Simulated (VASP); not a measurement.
Input:

```yaml
crystal:
  lattice:
    - [4.79254, 0.00000, 0.00000]
    - [0.00000, 4.79254, 0.00000]
    - [0.00000, 0.00000, 4.79254]
  atoms:
    - { symbol: Ag, position: [0.75000, 0.25000, 0.75000] }
    - { symbol: Ag, position: [0.25000, 0.75000, 0.75000] }
    - { symbol: Ag, position: [0.75000, 0.75000, 0.25000] }
    - { symbol: Ag, position: [0.25000, 0.25000, 0.25000] }
    - { symbol: O, position: [0.00000, 0.00000, 0.00000] }
    - { symbol: O, position: [0.50000, 0.50000, 0.50000] }
```

Level of theory: PBE GGA with D3 dispersion (zero damping), VASP's PBE PAW potentials (set 64) (plane waves; VASP). Numerical set-up: 520 eV cut-off, 6×6×6 Γ-centred mesh, first-order Methfessel-Paxton smearing of 0.10 eV, potentials Ag O.

Problem. Estimate the energy per atom (σ→0), band gap (on the k-mesh) with the smallest direct gap where there is one.

Solution. 
```yaml
band gap (on the k-mesh): none (metal, semimetal or under 0.01 eV)
energy per atom (σ→0): -374.0 kJ/mol of atoms
```

The compound is Ag2O in the cuprite structure. It was relaxed first. The start is the result of an earlier pass.
